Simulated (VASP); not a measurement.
# Sb2Pt (Geversite): Be into a neighbouring Pt vacancy, part 3 of 4

Wanted: the minimum-energy path in Sb2Pt (Geversite) for this move: Be into a neighbouring Pt vacancy. The start is a cell from a database of measured crystal structures.

VASP 6.6.1, plane waves and PAW; the level of theory is named at each step.

So far. Step 2 (Relax the host): The run ended after 5 ionic steps, 0.010 eV below its first step, once forces and stress met EDIFFG = -0.03. Step 3 (Relax the start): The run ended after 14 ionic steps, 0.471 eV below its first step, once the forces on the free atoms met EDIFFG = -0.05.

### Step 4. Relax the end

Level of this step: PBEsol; plane waves and PAW (Pt, Be, Sb) (VASP).

The end state is relaxed in the same way, so that both ends share their errors.

INCAR

```
SYSTEM = BeSb16Pt6
PREC = Normal
ENCUT = 280
EDIFF = 1E-05
NELM = 120
ISMEAR = 1
SIGMA = 0.15
LREAL = Auto
ALGO = Fast
GGA = PS
NBANDS = 94
LASPH = .TRUE.
LORBIT = 11
LWAVE = .FALSE.
LCHARG = .FALSE.
KPAR = 3
IBRION = 2
NSW = 60
ISIF = 2
EDIFFG = -0.05
POTIM = 0.4
MAXMIX = 40
ISYM = 0
```

POSCAR

```
BeSb16Pt6
1.0
    0.0000000000      6.4606939514      6.4606939514
    6.4606939514      0.0000000000      6.4606939514
    6.4606939514      6.4606939514      0.0000000000
Pt Be Sb
6 1 16
Direct
    0.0010412690      0.4980376942      0.5027498005
    0.5028116251      0.4979729548     -0.0004829470
   -0.0042145891      0.4996274092      0.0031459246
    0.5006802774      0.0017198481      0.4979395979
   -0.0046738712      0.0009740734     -0.0003746553
    0.4986932249      0.4993248104      0.5034110847
    0.5014162978      0.0000337146     -0.0000369613
    0.3114903121      0.5630234094      0.8144963995
    0.8111471934      0.0566922422      0.3173137329
    0.5602704207      0.8101244844      0.3146390120
    0.0620226221      0.3154544750      0.8107685208
    0.8157130378      0.3132527903      0.5611656977
    0.3083043007      0.8122006337      0.0637920557
    0.3086444006      0.3144167722      0.3162038024
    0.8133957711      0.8144348806      0.8112044116
    0.1862663635      0.9367142768      0.6885834765
    0.6861072675      0.4411468121      0.1854995268
    0.9292530789      0.6883050805      0.1912197618
    0.4392287054      0.1828655127      0.6938513997
    0.6889498236      0.1832548790      0.9380661376
    0.1884714957      0.6879826689      0.4356435808
    0.1881878448      0.1860729475      0.1874796574
    0.6867449553      0.6851202232      0.6870722531
```

KPOINTS

```
Automatic mesh
0
Gamma
3 3 3
0 0 0
```

PAW data sets: Pt, Be and Sb (PBE family, release 64).

Command:

```
$ mpirun -np 3 vasp_std
```

Log:

```text
[... set-up lines as in an earlier step ...]
 entering main loop
       N       E                     dE             d eps       ncg     rms          rms(c)
DAV:   1     0.543598275869E+03    0.54360E+03   -0.36784E+04  2632   0.765E+02
DAV:   2    -0.847653002792E+02   -0.62836E+03   -0.59334E+03  3052   0.184E+02
DAV:   3    -0.127352511419E+03   -0.42587E+02   -0.41081E+02  3080   0.503E+01
DAV:   4    -0.128319027089E+03   -0.96652E+00   -0.95508E+00  3136   0.778E+00
DAV:   5    -0.128343618064E+03   -0.24591E-01   -0.24540E-01  3072   0.122E+00    0.220E+01
RMM:   6    -0.125887382999E+03    0.24562E+01   -0.16191E+01  2632   0.103E+01    0.105E+01
RMM:   7    -0.124994958925E+03    0.89242E+00   -0.23093E+00  2632   0.393E+00    0.592E+00
RMM:   8    -0.124832723332E+03    0.16224E+00   -0.50435E-01  2632   0.170E+00    0.109E+00
RMM:   9    -0.124817462610E+03    0.15261E-01   -0.11880E-01  2632   0.921E-01    0.391E-01
RMM:  10    -0.124817283231E+03    0.17938E-03   -0.18055E-02  2676   0.369E-01    0.204E-01
RMM:  11    -0.124817233403E+03    0.49829E-04   -0.41564E-03  2650   0.170E-01    0.925E-02
RMM:  12    -0.124817303782E+03   -0.70379E-04   -0.15056E-03  2672   0.101E-01    0.437E-02
RMM:  13    -0.124817313296E+03   -0.95141E-05   -0.35086E-04  2652   0.505E-02    0.150E-02
RMM:  14    -0.124817320326E+03   -0.70306E-05   -0.13309E-04  2792   0.241E-02    0.740E-03
RMM:  15    -0.124817320478E+03   -0.15164E-06   -0.13266E-05  1622   0.912E-03
   1 F= -.12481732E+03 E0= -.12481594E+03  d E =-.124817E+03
 curvature:   0.00 expect dE= 0.000E+00 dE for cont linesearch  0.000E+00
 trial: gam= 0.00000 g(F)=  0.247E+00 g(S)=  0.000E+00 ort = 0.000E+00 (trialstep = 0.100E+01)
 search vector abs. value=  0.247E+00
 bond charge predicted
       N       E                     dE             d eps       ncg     rms          rms(c)
DAV:   1    -0.124979710749E+03   -0.16239E+00   -0.84754E+00  2800   0.725E+00    0.588E-01
RMM:   2    -0.125004138225E+03   -0.24427E-01   -0.26858E-01  2632   0.157E+00    0.252E-01
RMM:   3    -0.125008336362E+03   -0.41981E-02   -0.45144E-02  2656   0.679E-01    0.146E-01
RMM:   4    -0.125009120577E+03   -0.78422E-03   -0.10165E-02  2743   0.324E-01    0.123E-01
RMM:   5    -0.125009061565E+03    0.59012E-04   -0.23555E-03  2698   0.157E-01    0.480E-02
RMM:   6    -0.125009095343E+03   -0.33778E-04   -0.66168E-04  2721   0.774E-02    0.133E-02
RMM:   7    -0.125009103440E+03   -0.80965E-05   -0.14242E-04  2556   0.329E-02    0.805E-03
RMM:   8    -0.125009107101E+03   -0.36611E-05   -0.48842E-05  2207   0.164E-02
   2 F= -.12500911E+03 E0= -.12500815E+03  d E =-.191787E+00
[... from here on, the cycles between the ionic steps are left out ...]
   3 F= -.12510343E+03 E0= -.12510287E+03  d E =-.286111E+00
   4 F= -.12510477E+03 E0= -.12510426E+03  d E =-.287454E+00
   5 F= -.12516235E+03 E0= -.12516200E+03  d E =-.575767E-01
   6 F= -.12521219E+03 E0= -.12521183E+03  d E =-.107413E+00
   7 F= -.12521251E+03 E0= -.12521214E+03  d E =-.107737E+00
   8 F= -.12523236E+03 E0= -.12523161E+03  d E =-.198484E-01
   9 F= -.12523465E+03 E0= -.12523370E+03  d E =-.221331E-01
  10 F= -.12524035E+03 E0= -.12523928E+03  d E =-.570914E-02
  11 F= -.12524282E+03 E0= -.12524166E+03  d E =-.817662E-02
  12 F= -.12524310E+03 E0= -.12524190E+03  d E =-.845470E-02
  13 F= -.12524697E+03 E0= -.12524581E+03  d E =-.386992E-02
  14 F= -.12524794E+03 E0= -.12524687E+03  d E =-.483875E-02
  15 F= -.12525044E+03 E0= -.12524944E+03  d E =-.250190E-02
  16 F= -.12525106E+03 E0= -.12525010E+03  d E =-.312256E-02
  17 F= -.12525135E+03 E0= -.12525046E+03  d E =-.341160E-02
  18 F= -.12525404E+03 E0= -.12525316E+03  d E =-.269226E-02
  19 F= -.12525460E+03 E0= -.12525373E+03  d E =-.325234E-02
 curvature:  -3.02 expect dE=-0.366E-02 dE for cont linesearch -0.745E-07
 trial: gam= 0.51450 g(F)=  0.121E-02 g(S)=  0.000E+00 ort = 0.915E-05 (trialstep = 0.230E+01)
 search vector abs. value=  0.212E-02
 bond charge predicted
       N       E                     dE             d eps       ncg     rms          rms(c)
DAV:   1    -0.125255876617E+03   -0.12747E-02   -0.22334E-01  2662   0.119E+00    0.873E-02
RMM:   2    -0.125256578451E+03   -0.70183E-03   -0.76518E-03  2632   0.252E-01    0.656E-02
RMM:   3    -0.125256676361E+03   -0.97910E-04   -0.11807E-03  2641   0.106E-01    0.598E-02
RMM:   4    -0.125256664384E+03    0.11978E-04   -0.26813E-04  2662   0.509E-02    0.453E-02
RMM:   5    -0.125256643420E+03    0.20964E-04   -0.85837E-05  2596   0.291E-02    0.299E-02
RMM:   6    -0.125256645330E+03   -0.19100E-05   -0.32882E-05  1906   0.171E-02
  20 F= -.12525665E+03 E0= -.12525575E+03  d E =-.204267E-02
 trial-energy change:   -0.002043  1 .order   -0.002052   -0.002793   -0.001310
 step:   4.3321(harm=  4.3321)  dis= 0.01812  next Energy=  -125.257233 (dE=-0.263E-02)
 reached required accuracy - stopping structural energy minimisation
```

The job ended after 14 min (3 MPI ranks of AMD EPYC 7R43, shared host; peak memory 1.1 GiB).

Parts of OUTCAR (step 4):

```text
 Found     14 irreducible k-points:

   NELECT =     142.0000    total number of electrons

 E-fermi :   8.3154

 k-point     1 :       0.0000    0.0000    0.0000
  band No.  band energies     occupation
    ...
     71       7.8775      2.00029
     72       7.9938      2.00977
     73       8.0274      2.02054
     74       8.0720      2.04405
     75       8.1690      2.04492
     76       8.3972      0.21196
     77       8.4658     -0.05087
     78       9.2107     -0.00000
     79       9.7321     -0.00000
     80      10.2698     -0.00000
    ...

 k-point     2 :       0.3333    0.0000    0.0000
  band No.  band energies     occupation
    ...
     68       7.7351      2.00000
     69       7.7827      2.00001
     70       7.8451      2.00009
     71       8.2952      1.22574
     72       8.3205      0.94205
     73       8.5338     -0.05913
     74       8.7683     -0.00017
     75       9.0438     -0.00000
     76       9.1998     -0.00000
     77       9.5357     -0.00000
    ...

  Total       -5.8865297     -5.4308272     -5.8327219      1.1750233     -0.5160303      2.4813572
  in kB      -17.4864811    -16.1327745    -17.3266401      3.4905153     -1.5329159      7.3711012
  external PRESSURE =     -16.9819652 kB  Pullay stress =       0.0000000 kB

 POSITION                                       TOTAL-FORCE (eV/Angst)
 -----------------------------------------------------------------------------------
      6.46418      9.69316      9.68103         0.000315      0.001489     -0.011941
      3.23415      3.23008      6.44982        -0.002110      0.006924      0.007124
      3.23415      6.46218      9.68300         0.001519     -0.007972     -0.023158
      9.69356      6.46176      9.68204        -0.015977     -0.006854     -0.000917
      6.46571      6.46400     12.91222        -0.001599     -0.012916      0.001471
      6.46504      6.45927      6.45258        -0.000033     -0.000086     -0.007515
      6.46335      3.22857      9.68428        -0.002763      0.007764      0.000238
      8.89611      7.26259      5.65873         0.005637      0.028542     -0.002381
      2.38141      7.37958      5.66207         0.006507     -0.002750      0.000444
      7.28862      5.57079      8.87034         0.015695      0.017206     -0.009178
      7.26003      5.67920      2.42099        -0.013601     -0.001876      0.016538
      5.54055      8.88356      7.31049         0.000248      0.007667     -0.000837
      5.69093      2.42931      7.30524        -0.017877     -0.028200      0.002903
      4.00744      4.02289      3.99689         0.019593      0.019588      0.015292
     10.39805     10.56925     10.73506        -0.036776     -0.000448      0.014800
     10.54912      5.54699      7.24507        -0.013691      0.010091     -0.024104
      4.03129      5.65854      7.24374         0.019320     -0.036921      0.021109
      5.66727      7.24891     10.48346         0.014358     -0.003911     -0.001947
      5.63298      7.35097      4.03824         0.008757     -0.015682      0.002750
      7.23861     10.49524      5.60030         0.011774      0.023335     -0.005572
      7.38883      4.03735      5.58928        -0.013836     -0.000634      0.013592
      2.53248      2.35292      2.16621         0.028824      0.007710      0.002816
      8.91994      8.89983      8.90477        -0.014285     -0.012065     -0.011526
 -----------------------------------------------------------------------------------
    total drift:                                0.033682      0.009226     -0.083311

  FREE ENERGIE OF THE ION-ELECTRON SYSTEM (eV)
  ---------------------------------------------------
  free  energy   TOTEN  =      -125.2566453296 eV

  energy  without entropy=     -125.2539560370  energy(sigma->0) =     -125.25574890

 total charge
# of ion       s       p       d       tot
------------------------------------------
    1        0.693   0.650   8.091   9.434
    2        0.690   0.632   8.085   9.407
    3        0.698   0.665   8.083   9.445
    4        0.691   0.624   8.084   9.398
    5        0.697   0.668   8.091   9.456
    6        0.687   0.617   8.081   9.385
    7        0.359   0.504   0.000   0.862
    8        1.157   1.190   0.061   2.408
    9        1.192   1.145   0.049   2.386
   10        1.170   1.185   0.053   2.408
   11        1.154   1.198   0.061   2.414
   12        1.192   1.136   0.049   2.377
   13        1.178   1.163   0.051   2.391
   14        1.163   1.177   0.060   2.399
   15        1.202   1.132   0.041   2.375
   16        1.192   1.145   0.049   2.386
   17        1.158   1.190   0.061   2.408
   18        1.154   1.199   0.061   2.414
   19        1.170   1.186   0.053   2.408
   20        1.178   1.162   0.051   2.391
   21        1.192   1.136   0.049   2.377
   22        1.202   1.132   0.041   2.375
   23        1.163   1.177   0.060   2.399
--------------------------------------------------
tot         23.333  23.012  49.362  95.706

[... 6 parts as in an earlier step ...]

[... 6 further parts left out ...]
```

Step by step:

```csv
step,energy less that of the first step (eV),largest force (eV/Å)
1,0.0000,0.8890
2,-0.1918,0.5886
3,-0.2861,0.3850
4,-0.2875,0.3702
5,-0.3450,0.3102
6,-0.3949,0.2097
7,-0.3952,0.2309
8,-0.4150,0.1318
9,-0.4173,0.1052
10,-0.4230,0.0866
11,-0.4255,0.0736
12,-0.4258,0.0874
13,-0.4297,0.0690
14,-0.4306,0.1162
15,-0.4331,0.0879
16,-0.4337,0.0755
17,-0.4340,0.0885
18,-0.4367,0.0666
19,-0.4373,0.0602
20,-0.4393,0.0467
```

The atoms that moved most (Å):

```csv
atom,dx,dy,dz,length
Sb22,0.119,-0.074,-0.252,0.288
Sb15,-0.105,0.073,0.218,0.253
Sb21,0.129,0.005,-0.073,0.149
Sb16,0.049,-0.105,-0.010,0.116
Sb12,-0.109,-0.012,0.017,0.111
Sb9,-0.035,0.089,0.055,0.110
Sb10,0.022,-0.082,0.017,0.086
Sb13,0.031,0.025,0.066,0.077
```

Final coordinates:

```
Pt Be Sb
1.0
     0.00000    6.46069    6.46069
     6.46069    0.00000    6.46069
     6.46069    6.46069    0.00000
Pt Be Sb
6 1 16
Cartesian
  6.4642 3.2325 3.2203
  3.2342 3.2301 6.4498
  3.2342 0.0015 3.2223
  3.2329 6.4618 3.2213
  0.0050 0.0033 -0.0092
  6.4650 6.4593 6.4526
  0.0027 3.2286 3.2236
  8.8961 7.2626 5.6587
  2.3814 7.3796 5.6621
  7.2886 5.5708 8.8703
  7.2600 5.6792 2.4210
  5.5406 8.8836 7.3105
  5.6909 2.4293 7.3052
  4.0074 4.0229 3.9969
  10.3981 10.5693 10.7351
  10.5491 5.5470 7.2451
  4.0313 5.6585 7.2437
  5.6673 7.2489 10.4835
  5.6330 7.3510 4.0382
  7.2386 10.4952 5.6003
  7.3888 4.0374 5.5893
  2.5325 2.3529 2.1662
  8.9199 8.8998 8.9048
```

This step gave:

* electronic cycles: 142
* free energy (TOTEN): -125.2566 eV
* energy at zero smearing: -125.2557 eV
* Fermi energy: 8.315 eV

The run ended after 20 ionic steps, 0.439 eV below its first step, once the forces on the free atoms met EDIFFG = -0.05.

(Continued in part 4 of 4.)

[Lines on the potential files, build, host, timing and source positions are cut from VASP's logs without a mark.]

[Logs are printed without paths, hosts, clocks, repeated set-up lines and the standing remarks that a program may print on its own settings, such as how far it seeks lower states.]

[Hosts, paths, dates, database ids (printed as entryN), source tags and the programs' standing remarks are cut or masked in the printed files.]

[Runs that stopped without an error message from VASP are left out.]
